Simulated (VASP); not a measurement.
# HfN: structure and properties in VASP, part 3 of 4

Wanted: the relaxed cell of HfN and its properties. The start is a cell from a database of measured crystal structures.

VASP 6.6.1; PBEsol; plane waves and PAW (Hf_pv, N).

Still holding for the runs below: This run has no spin polarisation. Its electron count is odd, so without a moment it is a metal by construction.

So far. Step 4 (Density, ELF and potential (PBEsol)): In this run the pressure is -0.04 GPa, small enough to go on. Step 5 (Bands along the symmetry lines (PBEsol)): There is no gap at this level. The relaxed cell has a = 4.491 Å (conventional setting).

The database entry behind the starting cell differs from later determinations by our own check (about 0.3 % short), so it need not match the best structure at ambient conditions.

## 6. Density of states (PBEsol)

A density of states needs more k-points than a total energy; ISMEAR = -5 takes tetrahedra, and LORBIT projects the states on the PAW spheres. The mesh is finer than in the run before.

INCAR

```
SYSTEM = HfN
PREC = Accurate
ENCUT = 520
EDIFF = 1E-06
NELM = 100
ISMEAR = -5
SIGMA = 0.05
LREAL = .FALSE.
ALGO = Normal
GGA = PS
NBANDS = 19
LASPH = .TRUE.
LORBIT = 11
LWAVE = .FALSE.
LCHARG = .FALSE.
KPAR = 2
NEDOS = 2001
```

POSCAR

```
HfN
1.0
    0.0000000000      2.2452610381      2.2452610381
    2.2452610381      0.0000000000      2.2452610381
    2.2452610381      2.2452610381      0.0000000000
Hf N
1 1
Direct
    0.0000000000      0.0000000000      0.0000000000
    0.5000000000      0.5000000000      0.5000000000
```

KPOINTS

```
Automatic mesh
0
Gamma
15 15 15
0 0 0
```

The projector-augmented-wave data sets are Hf_pv and N (PBE family, release 64).

Started as:

```sh
mpirun -np 2 vasp_std
```

Output:

```text
[... set-up lines as in an earlier step ...]
 entering main loop
       N       E                     dE             d eps       ncg     rms          rms(c)
DAV:   1     0.424771022867E+02    0.42477E+02   -0.70834E+03  4584   0.742E+02
DAV:   2    -0.238361929158E+02   -0.66313E+02   -0.62365E+02  5510   0.210E+02
DAV:   3    -0.257164228382E+02   -0.18802E+01   -0.18657E+01  5284   0.275E+01
DAV:   4    -0.257208808069E+02   -0.44580E-02   -0.44578E-02  5176   0.150E+00
DAV:   5    -0.257208893416E+02   -0.85346E-05   -0.85345E-05  5330   0.637E-02    0.521E+01
DAV:   6    -0.231103583198E+02    0.26105E+01   -0.53516E+00  5016   0.154E+01    0.435E+01
DAV:   7    -0.230240455103E+02    0.86313E-01   -0.35815E-01  4940   0.429E+00    0.261E+01
DAV:   8    -0.229977665048E+02    0.26279E-01   -0.81919E-02  4956   0.203E+00    0.464E+00
DAV:   9    -0.229935311305E+02    0.42354E-02   -0.93752E-03  5069   0.671E-01    0.201E+00
DAV:  10    -0.229934050306E+02    0.12610E-03   -0.77076E-04  5033   0.226E-01    0.493E-01
DAV:  11    -0.229933739769E+02    0.31054E-04   -0.58734E-05  5024   0.693E-02    0.843E-02
DAV:  12    -0.229933738519E+02    0.12508E-06   -0.87018E-06  5147   0.198E-02
   1 F= -.22993374E+02 E0= -.22993374E+02  d E =0.000000E+00
 -----------------------------------------------------------------------------
|                                                                             |
|           W    W    AA    RRRRR   N    N  II  N    N   GGGG   !!!           |
|           W    W   A  A   R    R  NN   N  II  NN   N  G    G  !!!           |
|           W    W  A    A  R    R  N N  N  II  N N  N  G       !!!           |
|           W WW W  AAAAAA  RRRRR   N  N N  II  N  N N  G  GGG   !            |
|           WW  WW  A    A  R   R   N   NN  II  N   NN  G    G                |
|           W    W  A    A  R    R  N    N  II  N    N   GGGG   !!!           |
|                                                                             |
|     Tetrahedron method does not include variations of the Fermi             |
|     occupations, so forces and stress will be inaccurate. We suggest        |
|     using a different smearing scheme ISMEAR = 1 or 2 for metals in         |
|     relaxations.                                                            |
|                                                                             |
 -----------------------------------------------------------------------------
```

The job ended after 14 s (2 MPI ranks of Intel Xeon Platinum 8259CL at 2.50GHz (Skylake/Cascade Lake), shared host; peak memory 0.32 GiB).

OUTCAR, selected parts (step 6):

```text
   k-points           NKPTS =    120   k-points in BZ     NKDIM =    120   number of bands    NBANDS=     19

   NELECT =      15.0000    total number of electrons

 E-fermi :   8.3875

 k-point     1 :       0.0000    0.0000    0.0000
  band No.  band energies     occupation
    ...
      6       5.3579      2.00000
      7       5.3579      2.00000
      8       7.9796      2.00000
      9       7.9796      2.00644
     10       7.9796      2.00644
     11      10.3497      0.00000
     12      10.3497      0.00000
     13      10.3513      0.00000
     14      17.9446      0.00000
     15      20.7033      0.00000
    ...

  Total       -0.0097734     -0.0097734     -0.0097734      0.0000000     -0.0000000      0.0000000
  in kB       -0.6917098     -0.6917098     -0.6917098      0.0000000     -0.0000000      0.0000000
  external PRESSURE =      -0.6917098 kB  Pullay stress =       0.0000000 kB

 POSITION                                       TOTAL-FORCE (eV/Angst)
 -----------------------------------------------------------------------------------
      0.00000      0.00000      0.00000         0.000000      0.000000     -0.000000
      2.24526      2.24526      2.24526        -0.000000     -0.000000      0.000000
 -----------------------------------------------------------------------------------
    total drift:                                0.000000     -0.000000     -0.000000

  FREE ENERGIE OF THE ION-ELECTRON SYSTEM (eV)
  ---------------------------------------------------
  free  energy   TOTEN  =       -22.9933738519 eV

  energy  without entropy=      -22.9933738519  energy(sigma->0) =      -22.99337385

[... 6 parts as in an earlier step ...]

[... 10 further parts left out ...]
```

With tetrahedra the forces and stress of a metal are not exact derivatives of the energy.

This step gave:

| Quantity | Value |
| --- | --- |
| SCF cycles | 12 |
| irreducible k-points | 120 |
| Fermi energy | 8.387 eV |
| pressure | -0.06917 GPa |
| DOS at the Fermi level | 0.5983 states/eV/cell |

The density of states has structure finer than the step of the table below, so its rows give means over 0.5 eV, whole bins alone (the curve runs from -12.0 to 7.87 eV). Peaks (eV: height): total -5.58: 4.68, 3.55: 2.09; Hf d -5.58: 0.874, 3.75: 1.40, 5.02: 1.24; N p -5.58: 1.86; Hf p -5.58: 0.821, 5.42: 0.192; Hf s -7.74: 0.124, 5.42: 0.0672, 6.59: 0.0474.

States under -12.0 eV and over 7.9 eV are left out. Table of density of states by energy, zero at the Fermi level; means over each step; values in states/eV/cell:

```
energy (eV)   total     Hf d     N p     Hf p     Hf s      N s
       -9.5       0        0       0        0        0        0
       -9.0  0.0467  0.00761  0.0126   5.0e-4  0.00839   2.2e-4
       -8.5   0.260   0.0420  0.0728  0.00646   0.0431  0.00207
       -8.0   0.590   0.0957   0.176   0.0221   0.0857  0.00576
       -7.5   0.901    0.145   0.287   0.0484    0.113   0.0100
       -7.0   0.928    0.146   0.317   0.0728   0.0941   0.0105
       -6.5   0.651    0.104   0.236   0.0644   0.0502  0.00659
       -6.0    2.07    0.524   0.838    0.160   0.0212  0.00751
       -5.5    3.31    0.673    1.32    0.489   0.0111  0.00845
       -5.0    1.58    0.338   0.648    0.168  0.00722  0.00458
       -4.5    1.00    0.186   0.440    0.101  0.00398  0.00252
       -4.0   0.549   0.0721   0.270   0.0559  0.00162  0.00104
       -3.5   0.139   0.0194  0.0691  0.00913   2.5e-4   2.0e-4
       -3.0  0.0953   0.0362  0.0236  0.00461   2.6e-4   1.1e-4
       -2.5   0.162   0.0719  0.0314  0.00499   6.5e-4   2.5e-4
       -2.0   0.234    0.111  0.0403  0.00431  0.00124   5.1e-4
       -1.5   0.310    0.154  0.0491  0.00344  0.00198   8.7e-4
       -1.0   0.389    0.202  0.0568  0.00259  0.00276  0.00140
       -0.5   0.504    0.270  0.0688  0.00247  0.00395  0.00232
        0.0   0.606    0.329  0.0806  0.00357  0.00553  0.00373
        0.5   0.679    0.372  0.0913  0.00580  0.00639  0.00458
        1.0   0.719    0.407  0.0898  0.00943  0.00654  0.00556
        1.5   0.684    0.403  0.0778   0.0128  0.00551  0.00567
        2.0   0.804    0.489  0.0894   0.0148  0.00813  0.00825
        2.5    1.05    0.655   0.110   0.0156   0.0204   0.0205
        3.0    1.37    0.859   0.153   0.0218   0.0317   0.0331
        3.5    1.88     1.24   0.207   0.0263   0.0385   0.0441
        4.0    1.70     1.17   0.162   0.0290   0.0384   0.0433
        4.5    1.55     1.07   0.135   0.0397   0.0446   0.0474
        5.0    1.67     1.11   0.130   0.0779   0.0604   0.0698
        5.5    1.71     1.07   0.120    0.150   0.0588   0.0982
        6.0    1.28    0.704   0.102    0.156   0.0423    0.114
        6.5   0.979    0.546  0.0981    0.123   0.0371   0.0689
        7.0   0.723    0.406   0.103   0.0930   0.0281   0.0218
        7.5   0.665    0.368   0.114   0.0940   0.0174   0.0106
```

The finer mesh and the other smearing move the Fermi level by -0.00 eV from the 10×10×10 run, a small shift, which tests the Fermi level alone. Of the states within 0.3 eV of the Fermi level, the largest shares in the PAW spheres are Hf d 54 % and N p 13 %. The rest lies in smaller channels or between the spheres.

## 7. Zone-centre phonons (PBEsol)

Zone-centre modes test whether the atoms sit at a minimum within this cell. IBRION = 8 takes the force constants from linear response, which needs tightly converged orbitals.

INCAR

```
SYSTEM = HfN
PREC = Accurate
ENCUT = 520
EDIFF = 1E-08
NELM = 100
ISMEAR = 1
SIGMA = 0.2
LREAL = .FALSE.
ALGO = Normal
GGA = PS
NBANDS = 13
LASPH = .TRUE.
LORBIT = 11
LWAVE = .FALSE.
LCHARG = .FALSE.
KPAR = 2
IBRION = 8
ISIF = 2
```

POSCAR is that of step 6.

KPOINTS is that of step 6.

Started as:

```sh
mpirun -np 2 vasp_std
```

Output:

```text
[... set-up lines as in an earlier step ...]
 entering main loop
       N       E                     dE             d eps       ncg     rms          rms(c)
DAV:   1     0.375504688425E+02    0.37550E+02   -0.79646E+03  3120   0.109E+03
DAV:   2    -0.236020120321E+02   -0.61152E+02   -0.57333E+02  4181   0.245E+02
DAV:   3    -0.257124909450E+02   -0.21105E+01   -0.20980E+01  3661   0.379E+01
DAV:   4    -0.257227379939E+02   -0.10247E-01   -0.10238E-01  3566   0.293E+00
DAV:   5    -0.257228097767E+02   -0.71783E-04   -0.71781E-04  3598   0.211E-01    0.521E+01
DAV:   6    -0.230951072297E+02    0.26277E+01   -0.82367E+00  3588   0.226E+01    0.430E+01
DAV:   7    -0.230218579431E+02    0.73249E-01   -0.51321E-01  3415   0.625E+00    0.261E+01
DAV:   8    -0.229996985731E+02    0.22159E-01   -0.10304E-01  3665   0.278E+00    0.539E+00
DAV:   9    -0.229937975486E+02    0.59010E-02   -0.24005E-02  3590   0.117E+00    0.201E+00
DAV:  10    -0.229934438385E+02    0.35371E-03   -0.24960E-03  3721   0.451E-01    0.475E-01
DAV:  11    -0.229933759674E+02    0.67871E-04   -0.18937E-04  3644   0.136E-01    0.612E-02
DAV:  12    -0.229933753526E+02    0.61482E-06   -0.14004E-05  3818   0.325E-02    0.781E-03
DAV:  13    -0.229933751430E+02    0.20958E-06   -0.25121E-07  3733   0.510E-03    0.895E-03
DAV:  14    -0.229933750853E+02    0.57677E-07   -0.32407E-08  3680   0.160E-03    0.565E-03
DAV:  15    -0.229933751029E+02   -0.17600E-07   -0.10838E-08  1983   0.100E-03    0.621E-04
DAV:  16    -0.229933751057E+02   -0.27730E-08   -0.17338E-09  1580   0.469E-04
   1 F= -.22993375E+02 E0= -.22993408E+02  d E =0.981078E-04
 Linear response reoptimize wavefunctions to high precision
DAV:   1    -0.229933751036E+02    0.20714E-08   -0.10581E-10  1845   0.986E-05
DAV:   2    -0.229933751037E+02   -0.38654E-10   -0.10743E-11  1575   0.333E-05
 Linear response DOF=           2
 Linear response progress:
  Degree of freedom:   1/  2
       N       E                     dE             d eps       ncg     rms          rms(c)
RMM:   1    -0.208537975089E+00   -0.20854E+00    0.34863E+00  8723   0.115E+01
RMM:   2    -0.205656619846E+00    0.28814E-02   -0.26589E-02 11439   0.120E+00    0.607E-01
RMM:   3    -0.205083436725E+00    0.57318E-03   -0.66782E-04 13788   0.136E-01    0.329E-01
RMM:   4    -0.204537227748E+00    0.54621E-03   -0.77296E-05 14944   0.604E-02    0.138E-01
RMM:   5    -0.204260249457E+00    0.27698E-03   -0.13466E-05 15709   0.259E-02    0.141E-02
RMM:   6    -0.204273729048E+00   -0.13480E-04   -0.27250E-06 14794   0.104E-02    0.103E-02
RMM:   7    -0.204272696721E+00    0.10323E-05    0.33370E-06 16148   0.219E-03    0.771E-03
RMM:   8    -0.204271359040E+00    0.13377E-05    0.14093E-06 16241   0.686E-04    0.147E-03
RMM:   9    -0.204270916936E+00    0.44210E-06   -0.62381E-07 16622   0.263E-04    0.275E-04
RMM:  10    -0.204270930598E+00   -0.13662E-07   -0.55097E-07 16819   0.856E-05    0.132E-05
RMM:  11    -0.204270936952E+00   -0.63545E-08   -0.24671E-07 16581   0.352E-05    0.322E-06
RMM:  12    -0.204270930658E+00    0.62943E-08   -0.11711E-07 15333   0.166E-05    0.670E-06
RMM:  13    -0.204270929045E+00    0.16125E-08   -0.53145E-08 11821   0.812E-06    0.161E-05
 first order change of Fermi-energy   0.98427E-04
 force on displaced ion       1 direction 1 : -12.477   0.000   0.000
 Linear response progress:
  Degree of freedom:   2/  2
       N       E                     dE             d eps       ncg     rms          rms(c)
RMM:   1    -0.232807268827E+00   -0.23281E+00    0.15944E-01 16268   0.294E+00
RMM:   2    -0.230060818115E+00    0.27465E-02   -0.39447E-03 11755   0.446E-01    0.615E-01
RMM:   3    -0.230945715515E+00   -0.88490E-03   -0.52079E-04 10646   0.143E-01    0.343E-01
RMM:   4    -0.232381291353E+00   -0.14356E-02   -0.39337E-04 10566   0.127E-01    0.468E-02
RMM:   5    -0.232334694128E+00    0.46597E-04   -0.13624E-05 12577   0.281E-02    0.188E-02
RMM:   6    -0.232297722559E+00    0.36972E-04   -0.77280E-07 12425   0.577E-03    0.122E-02
RMM:   7    -0.232289260435E+00    0.84621E-05   -0.85320E-08 12570   0.186E-03    0.574E-03
RMM:   8    -0.232288716546E+00    0.54389E-06   -0.16949E-09 13485   0.421E-04    0.133E-03
RMM:   9    -0.232290165671E+00   -0.14491E-05   -0.10857E-09 12993   0.152E-04    0.907E-05
RMM:  10    -0.232290088997E+00    0.76674E-07   -0.57771E-09 13635   0.256E-05    0.710E-05
RMM:  11    -0.232290033862E+00    0.55135E-07   -0.11555E-08 13296   0.682E-06    0.701E-06
RMM:  12    -0.232290037491E+00   -0.36294E-08   -0.96446E-09 10625   0.172E-06    0.421E-06
 first order change of Fermi-energy   0.80300E-04
 force on displaced ion       2 direction 1 : -12.487   0.000   0.000
 Linear response finished
```

The job ended after 1.7 min (2 MPI ranks; peak memory 0.62 GiB; 3.3 min of CPU time).

From OUTCAR (step 7):

```text
   k-points           NKPTS =    120   k-points in BZ     NKDIM =    120   number of bands    NBANDS=     13

   NELECT =      15.0000    total number of electrons

  Total       -0.0114363     -0.0114363     -0.0114363      0.0000000      0.0000000      0.0000000
  in kB       -0.8094068     -0.8094068     -0.8094068      0.0000000      0.0000000      0.0000000
  external PRESSURE =      -0.8094068 kB  Pullay stress =       0.0000000 kB

 POSITION                                       TOTAL-FORCE (eV/Angst)
 -----------------------------------------------------------------------------------
      0.00000      0.00000      0.00000         0.000000     -0.000000      0.000000
      2.24526      2.24526      2.24526        -0.000000      0.000000     -0.000000
 -----------------------------------------------------------------------------------
    total drift:                                0.000000     -0.000000     -0.000000

 Eigenvectors and eigenvalues of the dynamical matrix
 ----------------------------------------------------

   1 f  =   15.331653 THz    96.331619 2PiTHz  511.408907 cm-1    63.406595 meV
             X         Y         Z           dx          dy          dz
      0.000000  0.000000  0.000000     0.000000    0.269599    0.000000
      2.245261  2.245261  2.245261     0.000000   -0.962973    0.000000

   2 f  =   15.331653 THz    96.331619 2PiTHz  511.408907 cm-1    63.406595 meV
             X         Y         Z           dx          dy          dz
      0.000000  0.000000  0.000000    -0.269599    0.000000    0.000000
      2.245261  2.245261  2.245261     0.962973    0.000000    0.000000

   3 f  =   15.331653 THz    96.331619 2PiTHz  511.408907 cm-1    63.406595 meV
             X         Y         Z           dx          dy          dz
      0.000000  0.000000  0.000000     0.000000    0.000000   -0.269599
      2.245261  2.245261  2.245261     0.000000    0.000000    0.962973

   4 f/i=    0.001549 THz     0.009734 2PiTHz    0.051677 cm-1     0.006407 meV
             X         Y         Z           dx          dy          dz
      0.000000  0.000000  0.000000     0.962973    0.000000    0.000000
      2.245261  2.245261  2.245261     0.269599    0.000000    0.000000

   5 f/i=    0.001549 THz     0.009734 2PiTHz    0.051677 cm-1     0.006407 meV
             X         Y         Z           dx          dy          dz
      0.000000  0.000000  0.000000     0.000000    0.000000    0.962973
      2.245261  2.245261  2.245261     0.000000    0.000000    0.269599

   6 f/i=    0.001549 THz     0.009734 2PiTHz    0.051677 cm-1     0.006407 meV
             X         Y         Z           dx          dy          dz
      0.000000  0.000000  0.000000     0.000000   -0.962973    0.000000
      2.245261  2.245261  2.245261     0.000000   -0.269599    0.000000

 ELASTIC MODULI CONTR FROM IONIC RELAXATION (kBar)
 Direction    XX          YY          ZZ          XY          YZ          ZX
 --------------------------------------------------------------------------------
 XX           0.0000      0.0000      0.0000      0.0000      0.0000      0.0000
 YY           0.0000      0.0000      0.0000      0.0000      0.0000      0.0000
 ZZ           0.0000      0.0000      0.0000      0.0000      0.0000      0.0000
 XY           0.0000      0.0000      0.0000      0.0000      0.0000      0.0000
 YZ           0.0000      0.0000      0.0000      0.0000      0.0000      0.0000
 ZX           0.0000      0.0000      0.0000      0.0000      0.0000      0.0000
 --------------------------------------------------------------------------------

[... 7 parts as in an earlier step ...]

[... 3 further parts left out ...]
```

Energies printed during the response cycles are not total energies of the cell.

This step gave:

```yaml
bands: 13
pressure_of_the_cell: -0.08094 GPa
largest_force_of_the_cell: 0 eV/Å
fermi_energy: 8.367 eV
```

[end of part 3 of 4]

[Lines on the potential files, build, host, timing and source positions are cut from VASP's logs without a mark.]

[Logs are printed without paths, hosts, clocks, repeated set-up lines and the standing remarks that a program may print on its own settings, such as how far it seeks lower states.]

[Hosts, paths, dates, database ids (printed as entryN), source tags and the programs' standing remarks are cut or masked in the printed files.]

[A measured line is paired with the nearest computed mode of its activity, which favours agreement.]
